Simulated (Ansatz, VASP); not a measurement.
## Cross-check of H83C18N9O28 between VASP and Ansatz

Aim: how closely do two programs agree when they are given the same cell, functional and k mesh? The cell is taken from a series of runs on this material, whose earlier steps may have relaxed, scaled, displaced or heated it; both programs get it as it stands.

Program: Ansatz 0.2.0. Level of theory: plane waves, with VASP 6.6.1 beside it; single point at PBE with D3(BJ). Results are calculated unless marked as measured.

## Step 1: The starting structure

The cell holds 138 atoms: 18 C, 9 N, 83 H and 28 O. Cell: a = 11.757 Å, b = 11.757 Å, c = 11.757 Å, α = 90.0°, β = 90.0°, γ = 90.0°.

## Step 2: Ansatz: single point, PBE with D3(BJ)

Ansatz runs on its default PAW (the set named soft_2) files.

With cell and atoms fixed, the geometry can't cause a difference; cores, projectors, grids and the points listed under the comparison can.

File input.yaml:

```yaml
crystal:
  lattice:
    - [11.75671, 0.0, 0.0]
    - [0.0, 11.75671, 0.0]
    - [0.0, 0.0, 11.75671]
  atoms:
    - { symbol: C, position: [0.1575, 0.03658, 0.64393] }
    - { symbol: C, position: [0.07969, 0.01832, 0.73736] }
    - { symbol: "N", position: [0.01714, 0.00182, 0.81207] }
    - { symbol: H, position: [0.18471, 0.12578, 0.64107] }
    - { symbol: H, position: [0.11394, 0.01545, 0.56411] }
    - { symbol: H, position: [0.23246, 0.98192, 0.65504] }
    - { symbol: C, position: [0.61247, 0.46094, 0.57268] }
    - { symbol: C, position: [0.57604, 0.44361, 0.68857] }
    - { symbol: "N", position: [0.54645, 0.42814, 0.78163] }
    - { symbol: H, position: [0.66615, 0.53737, 0.56785] }
    - { symbol: H, position: [0.53811, 0.47007, 0.51666] }
    - { symbol: H, position: [0.66291, 0.38809, 0.5428] }
    - { symbol: C, position: [0.73005, 0.54906, 0.09241] }
    - { symbol: C, position: [0.72194, 0.66692, 0.0583] }
    - { symbol: "N", position: [0.71402, 0.76137, 0.03101] }
    - { symbol: H, position: [0.64821, 0.52331, 0.12969] }
    - { symbol: H, position: [0.79607, 0.5399, 0.15783] }
    - { symbol: H, position: [0.75039, 0.49684, 0.01776] }
    - { symbol: C, position: [0.74486, 0.09027, 0.76875] }
    - { symbol: C, position: [0.77799, 0.20839, 0.77548] }
    - { symbol: "N", position: [0.80652, 0.30292, 0.78086] }
    - { symbol: H, position: [0.70889, 0.07193, 0.68431] }
    - { symbol: H, position: [0.68329, 0.06974, 0.83618] }
    - { symbol: H, position: [0.82069, 0.0371, 0.78214] }
    - { symbol: C, position: [0.01235, 0.25371, 0.98536] }
    - { symbol: C, position: [0.92984, 0.18244, 0.04221] }
    - { symbol: "N", position: [0.86324, 0.12639, 0.08904] }
    - { symbol: H, position: [0.97193, 0.29379, 0.91129] }
    - { symbol: H, position: [0.08577, 0.20363, 0.95574] }
    - { symbol: H, position: [0.04162, 0.3205, 0.04381] }
    - { symbol: C, position: [0.09845, 0.71233, 0.22874] }
    - { symbol: C, position: [0.09324, 0.59611, 0.19046] }
    - { symbol: "N", position: [0.08944, 0.50286, 0.1574] }
    - { symbol: H, position: [0.05397, 0.76629, 0.16651] }
    - { symbol: H, position: [0.18823, 0.73943, 0.23206] }
    - { symbol: H, position: [0.05812, 0.71978, 0.31291] }
    - { symbol: C, position: [0.14427, 0.0369, 0.21634] }
    - { symbol: C, position: [0.22695, 0.03227, 0.30721] }
    - { symbol: "N", position: [0.29354, 0.02927, 0.38] }
    - { symbol: H, position: [0.1638, 0.10959, 0.16113] }
    - { symbol: H, position: [0.05865, 0.04874, 0.25175] }
    - { symbol: H, position: [0.14703, 0.95858, 0.16549] }
    - { symbol: C, position: [0.95991, 0.414, 0.56515] }
    - { symbol: C, position: [0.02553, 0.33679, 0.49565] }
    - { symbol: "N", position: [0.07826, 0.27465, 0.43987] }
    - { symbol: H, position: [0.90926, 0.36587, 0.62712] }
    - { symbol: H, position: [0.90186, 0.46367, 0.51148] }
    - { symbol: H, position: [0.01649, 0.47221, 0.61122] }
    - { symbol: C, position: [0.48135, 0.73924, 0.84424] }
    - { symbol: C, position: [0.40709, 0.75759, 0.74823] }
    - { symbol: "N", position: [0.34807, 0.77165, 0.6703] }
    - { symbol: H, position: [0.56589, 0.71221, 0.81521] }
    - { symbol: H, position: [0.44448, 0.67259, 0.89827] }
    - { symbol: H, position: [0.48893, 0.81823, 0.89314] }
    - { symbol: O, position: [0.96193, 0.72369, 0.48391] }
    - { symbol: H, position: [0.03286, 0.70104, 0.52461] }
    - { symbol: H, position: [0.95908, 0.80767, 0.48012] }
    - { symbol: O, position: [0.41762, 0.43567, 0.99176] }
    - { symbol: H, position: [0.47836, 0.42979, 0.93461] }
    - { symbol: H, position: [0.3533, 0.46531, 0.94454] }
    - { symbol: O, position: [0.85028, 0.55068, 0.82101] }
    - { symbol: H, position: [0.81944, 0.5998, 0.7599] }
    - { symbol: H, position: [0.83289, 0.47198, 0.8001] }
    - { symbol: O, position: [0.27021, 0.53251, 0.84517] }
    - { symbol: H, position: [0.27859, 0.51567, 0.76418] }
    - { symbol: H, position: [0.19033, 0.55624, 0.85683] }
    - { symbol: O, position: [0.46943, 0.14518, 0.50942] }
    - { symbol: H, position: [0.4059, 0.10556, 0.47252] }
    - { symbol: H, position: [0.43646, 0.1793, 0.57896] }
    - { symbol: O, position: [0.7841, 0.69103, 0.64388] }
    - { symbol: H, position: [0.85157, 0.69963, 0.5946] }
    - { symbol: H, position: [0.72264, 0.72358, 0.59666] }
    - { symbol: O, position: [0.37055, 0.78461, 0.21054] }
    - { symbol: H, position: [0.40137, 0.85604, 0.17932] }
    - { symbol: H, position: [0.38415, 0.78933, 0.29309] }
    - { symbol: O, position: [0.45907, 0.56575, 0.19543] }
    - { symbol: H, position: [0.43159, 0.64499, 0.18789] }
    - { symbol: H, position: [0.43935, 0.52708, 0.1239] }
    - { symbol: O, position: [0.36859, 0.25423, 0.70118] }
    - { symbol: H, position: [0.33329, 0.21729, 0.76982] }
    - { symbol: H, position: [0.42738, 0.30318, 0.73372] }
    - { symbol: O, position: [0.56238, 0.24096, 0.30152] }
    - { symbol: H, position: [0.51979, 0.225, 0.37149] }
    - { symbol: H, position: [0.50559, 0.24827, 0.24107] }
    - { symbol: O, position: [0.65614, 0.99097, 0.02059] }
    - { symbol: H, position: [0.71712, 0.03561, 0.05539] }
    - { symbol: H, position: [0.6836, 0.91125, 0.02244] }
    - { symbol: O, position: [0.83674, 0.12026, 0.33816] }
    - { symbol: H, position: [0.83176, 0.1114, 0.25543] }
    - { symbol: H, position: [0.82714, 0.20322, 0.35014] }
    - { symbol: O, position: [0.67788, 0.02002, 0.48877] }
    - { symbol: H, position: [0.6047, 0.0601, 0.49771] }
    - { symbol: H, position: [0.71724, 0.05901, 0.42567] }
    - { symbol: O, position: [0.44302, 0.99158, 0.10313] }
    - { symbol: H, position: [0.42528, 0.07195, 0.11661] }
    - { symbol: H, position: [0.52453, 0.99248, 0.07778] }
    - { symbol: O, position: [0.76133, 0.34183, 0.36407] }
    - { symbol: H, position: [0.68537, 0.32163, 0.33339] }
    - { symbol: H, position: [0.77078, 0.42418, 0.35537] }
    - { symbol: O, position: [0.05455, 0.60235, 0.91159] }
    - { symbol: H, position: [0.05044, 0.56257, 0.98425] }
    - { symbol: H, position: [0.9808, 0.58428, 0.87245] }
    - { symbol: O, position: [0.37008, 0.45574, 0.38451] }
    - { symbol: H, position: [0.31848, 0.40458, 0.34321] }
    - { symbol: H, position: [0.40488, 0.5015, 0.32249] }
    - { symbol: O, position: [0.64619, 0.78323, 0.47338] }
    - { symbol: H, position: [0.56313, 0.78564, 0.46201] }
    - { symbol: H, position: [0.66536, 0.86535, 0.47237] }
    - { symbol: O, position: [0.41037, 0.81818, 0.44288] }
    - { symbol: H, position: [0.37655, 0.79314, 0.5154] }
    - { symbol: H, position: [0.38648, 0.89769, 0.43581] }
    - { symbol: O, position: [0.92952, 0.96032, 0.48915] }
    - { symbol: H, position: [0.91041, 0.01599, 0.42911] }
    - { symbol: H, position: [0.86151, 0.96219, 0.53638] }
    - { symbol: O, position: [0.21526, 0.31734, 0.25339] }
    - { symbol: H, position: [0.16941, 0.37726, 0.21698] }
    - { symbol: H, position: [0.16786, 0.28993, 0.31755] }
    - { symbol: O, position: [0.28397, 0.46048, 0.59986] }
    - { symbol: H, position: [0.29614, 0.3821, 0.62653] }
    - { symbol: H, position: [0.31915, 0.46444, 0.52285] }
    - { symbol: O, position: [0.29962, 0.94024, 0.92341] }
    - { symbol: H, position: [0.3486, 0.94873, 0.99146] }
    - { symbol: H, position: [0.23174, 0.89593, 0.94649] }
    - { symbol: O, position: [0.27289, 0.16417, 0.89088] }
    - { symbol: H, position: [0.27867, 0.07909, 0.89815] }
    - { symbol: H, position: [0.31054, 0.19212, 0.95987] }
    - { symbol: O, position: [0.09396, 0.83329, 0.97704] }
    - { symbol: H, position: [0.07914, 0.75596, 0.94753] }
    - { symbol: H, position: [0.04794, 0.88379, 0.9292] }
    - { symbol: O, position: [0.79493, 0.59539, 0.36642] }
    - { symbol: H, position: [0.7327, 0.64846, 0.3822] }
    - { symbol: H, position: [0.86044, 0.63497, 0.40045] }
    - { symbol: O, position: [0.14264, 0.648, 0.60252] }
    - { symbol: H, position: [0.20161, 0.70084, 0.62822] }
    - { symbol: H, position: [0.18413, 0.57536, 0.59466] }
    - { symbol: O, position: [0.38405, 0.2378, 0.11292] }
    - { symbol: H, position: [0.32146, 0.26131, 0.16416] }
    - { symbol: H, position: [0.40141, 0.30808, 0.06875] }
kpoints:
  mp_grid: { grid: [1, 1, 1] }
hamiltonian:
  xc: pbe
  dispersion: d3bj
scf:
  occupations: { method: gaussian, width: 0.05 }
output:
  forces: true
  stress: true
  populations: true
  dos:
    method: { smearing: { sigma: 0.15 } }
    de: 0.1
    projected: { site_lists: { C: [C], H: [H], "N": ["N"], O: [O] } }
  eigenvalues: true
  write_density: true
  write_potential: true
  volumetric_format: npy
  elf: true
```

Launch:

```console
$ ansatz run input.yaml --threads 4 --pin off --max-ram 8192MiB --backend cpu --events-out ev --progress --plain --runs-dir out
```

Numbers of over 12 decimals in the logs are rounded to 6 here.

What it wrote:

```text
Engine: ansatz 0.2.0, x86_64-unknown-linux-gnu
Pseudopotentials: kind: paw
Pseudopotential: C, paw, valence charge 4, recommended cutoff 420 eV (normal), C.paw.azcp
Pseudopotential: N, paw, valence charge 5, recommended cutoff 420 eV (normal), N.paw.azcp
Pseudopotential: H, paw, valence charge 1, recommended cutoff 420 eV (normal), H.paw.azcp
Pseudopotential: O, paw, valence charge 6, recommended cutoff 420 eV (normal), O.paw.azcp
Functional definition: PBE
  parameter kappa = 0.804
  parameter beta = 0.066725
  exchange = pbe_x(kappa = kappa, mu = beta*pi^2/3)
  correlation = pbe_c(beta = beta)
Crystal: 138 atoms, lattice volume = 1625.015 Å³
Basis set: ecut = 420 eV, 31559 PW (Γ), exchange–correlation on 160×160×160 points (8 copies of the dense FFT grid, shifted against one another)
Bands: 322, of which v1, the nominal top of the filled ones, is band 184 counted from 1 (183 counted from 0)
Symmetry: 1 space group operations
Space group: P1 (ITA 1), of the structure as read, at distance tolerance 1.2e-4 Å
k-points: 1
Non-local potential: C, projectors of the file, l = 0: 2, l = 1: 2, l = 2: 1
Non-local potential: N, projectors of the file, l = 0: 2, l = 1: 2, l = 2: 1
Non-local potential: H, projectors of the file, l = 0: 2, l = 1: 1
Non-local potential: O, projectors of the file, l = 0: 2, l = 1: 2, l = 2: 1
PAW form: soft (Blöchl's): semilocal exchange-correlation on the pseudo side does not see the compensation charge
PAW one-centre angular grid: C, 110 points (default); XC on 64 Gauss nodes
PAW one-centre angular grid: N, 110 points (default); XC on 64 Gauss nodes
PAW one-centre angular grid: H, 110 points (default); XC on 64 Gauss nodes
PAW one-centre angular grid: O, 110 points (default); XC on 64 Gauss nodes
Initial density: superposition of atomic densities (neutral atoms: chi_scale 0, normalization atom), corrected by the library's trained network
Initial wavefunctions: pseudopotential atomic-orbital guess
Functional: x = pbe(κ = 0.804, μ = 0.219515), c = pbe(β = 0.066725)
SCF iter   1: F=—  HF=-25198.730215 eV  |F-HF|=—  |Δ(HF+E_count)|=         —  Δρ=2.67e-3  dr2=1.26e-1  ethr=1.77e-3  ⟨swp⟩=6.0  Hψ=1478  notcnv=0  defer=39
preconditioner: auto → Resta (q_TF=auto, 2.130 Å⁻¹)  ε∞=2.2  [insulator: Δε(μ)=5.176 eV  Ē_g=16.316 eV  σ=0.050 eV  W_gap=1.00  n_scr=250 (ndim 8)  ℏωp=17.7 eV  f_vac=0.295  D(μ)=0.00/eV (n_scr^D=0)  ε∞_Penn≈2.2]
SCF iter   2: F=—  HF=-25198.717781 eV  |F-HF|=—  |Δ(HF+E_count)|=   1.24e-2  Δρ=1.41e-3  dr2=3.26e-2  ethr=3.42e-5  ⟨swp⟩=2.0  Hψ=560  notcnv=0  defer=122
SCF iter   3: F=—  HF=-25198.708606 eV  |F-HF|=—  |Δ(HF+E_count)|=   9.18e-3  Δρ=7.33e-4  dr2=1.25e-2  ethr=8.86e-6  ⟨swp⟩=2.0  Hψ=348  notcnv=0  defer=122
SCF iter   4: F=—  HF=-25198.706864 eV  |F-HF|=—  |Δ(HF+E_count)|=   1.74e-3  Δρ=3.52e-4  dr2=2.39e-3  ethr=3.39e-6  ⟨swp⟩=2.0  Hψ=348  notcnv=0  defer=122
SCF iter   5: F=—  HF=-25198.706489 eV  |F-HF|=—  |Δ(HF+E_count)|=   3.75e-4  Δρ=1.15e-4  dr2=2.44e-4  ethr=6.48e-7  ⟨swp⟩=2.0  Hψ=347  notcnv=0  defer=122
SCF iter   6: F=—  HF=-25198.706456 eV  |F-HF|=—  |Δ(HF+E_count)|=   3.32e-5  Δρ=4.10e-5  dr2=3.00e-5  ethr=6.64e-8  ⟨swp⟩=2.0  Hψ=341  notcnv=0  defer=122
SCF iter   7: F=—  HF=-25198.706588 eV  |F-HF|=—  |Δ(HF+E_count)|=   1.33e-4  Δρ=2.56e-5  dr2=1.23e-5  ethr=8.15e-9  ⟨swp⟩=2.0  Hψ=475  notcnv=0  defer=130
SCF iter   8: F=—  HF=-25198.706587 eV  |F-HF|=—  |Δ(HF+E_count)|=   1.69e-6  Δρ=8.37e-6  dr2=1.07e-6  ethr=3.36e-9  ⟨swp⟩=2.0  Hψ=319  notcnv=0  defer=130
SCF iter   9: F=—  HF=-25198.706587 eV  |F-HF|=—  |Δ(HF+E_count)|=   1.68e-7  Δρ=3.03e-6  dr2=1.34e-7  ethr=2.90e-10  ⟨swp⟩=2.0  Hψ=343  notcnv=0  defer=130
SCF iter  10: F=-25198.706587 eV  HF=-25198.706587 eV  |F-HF|=6.65e-9  |Δ(HF+E_count)|=   8.38e-9  Δρ=1.23e-6  dr2=2.23e-8  ethr=2.72e-11  ⟨swp⟩=20.0  Hψ=2886  notcnv=0
SCF 1 converged in 10 iterations: F = -25198.706587 eV  dr2 = 2.23e-8
  greatest PAW one-centre occupation: 0.865 electrons in one spin orbital (limit 2), on the O atom at site 108 (counted from 0), in its partial waves of l = 0
[...]
atom  97  O     -0.00070163    -0.00169083     0.00051522
  atom  98  H     -0.00135103    -0.00188582    -0.00027396
  atom  99  H      0.00234392     0.00302556    -0.00062031
  atom 100  O      0.00023528    -0.00510771     0.01231175
  atom 101  H      0.00244555     0.00585681    -0.00825801
  atom 102  H     -0.00463135     0.00113644    -0.00366689
  atom 103  O      0.00016973    -0.00027240     0.00067682
  atom 104  H     -0.00023123    -0.00077091    -0.00031501
  atom 105  H      0.00076193     0.00077507     0.00002904
  atom 106  O     -0.00050423     0.00585994     0.00000585
  atom 107  H     -0.00097499    -0.00075956    -0.00023579
  atom 108  H     -0.00013283    -0.00447740     0.00051338
  atom 109  O      0.00068805    -0.00078548    -0.00128973
  atom 110  H      0.00039522    -0.00146153     0.00113962
  atom 111  H     -0.00112035     0.00268534    -0.00108193
  atom 112  O      0.00236751    -0.00306157    -0.00050681
  atom 113  H     -0.00106454    -0.00051928     0.00057580
  atom 114  H     -0.00144676     0.00127505    -0.00025708
  atom 115  O      0.00067052    -0.00033024     0.00035783
  atom 116  H      0.00101439    -0.00052838     0.00216748
  atom 117  H     -0.00285206     0.00126260    -0.00029337
  atom 118  O      0.00095960    -0.00218338     0.00104450
  atom 119  H     -0.00205054     0.00224021    -0.00012516
  atom 120  H      0.00022386     0.00157105    -0.00116395
[...]
atom 131  H     -0.00681627     0.01034647     0.00692765
  atom 132  H     -0.00408820    -0.00027232     0.00722586
  atom 133  O     -0.00279724     0.00029206     0.00005200
  atom 134  H      0.00163102     0.00151171     0.00127084
  atom 135  H      0.00105746    -0.00207991    -0.00071237
  atom 136  O     -0.00195883     0.00375268    -0.00012348
  atom 137  H      0.00075506    -0.00285459     0.00162175
  atom 138  H      0.00103580    -0.00286854    -0.00240823
  max |Σ_I F_I| component: 5.24e-5 eV/Å
--- Stress (GPa, compression-positive) ---
       -0.377197       0.074375      -0.036844
        0.074374      -0.630488       0.053081
       -0.036844       0.053081      -0.528125
  P = ⅓ Tr σ = -0.5119 GPa (-5.119 kbar)
--- Band table (eV) ---
  k-point 0: bands = [... 180 lower, -2.9209, -2.8465, -2.8172, -2.6747, 2.3965, 2.6268, 2.7579, 2.8256, ... 134 higher]
--- Löwdin populations: 138 sites ---
  site symbol       q [e]
     0      C      4.4847
     1      C      3.7336
     2      N      5.2338
     3      H      0.7539
     4      H      0.7445
     5      H      0.7512
     6      C      4.4889
     7      C      3.7284
     8      N      5.2371
     9      H      0.7550
    10      H      0.7452
    11      H      0.7502
    12      C      4.4879
    13      C      3.7194
    14      N      5.2136
    15      H      0.7481
    16      H      0.7504
    17      H      0.7552
    18      C      4.4931
    19      C      3.7310
    20      N      5.2465
    21      H      0.7531
    22      H      0.7413
    23      H      0.7449
[...]
130      H      0.5958
   131      H      0.6116
   132      O      6.7067
   133      H      0.6059
   134      H      0.6120
   135      O      6.7082
   136      H      0.6181
   137      H      0.6175
  spilling = 0.013288 (of n_electrons = 368.000000)
```

Reading the cycles: dr2 is the Hartree energy of the density residual (eV), the measure of convergence; HF is the Harris–Foulkes estimate of the energy, which meets the free energy F at convergence.

(Part 1 of 2 ends here.)

[Lines on the potential files, build, host, timing and source positions are cut from VASP's logs without a mark.]

[Logs are printed without paths, hosts, clocks, repeated set-up lines and the standing remarks that a program may print on its own settings, such as how far it seeks lower states.]

[Hosts, paths, dates, database ids (printed as entryN), source tags and the programs' standing remarks are cut or masked in the printed files.]
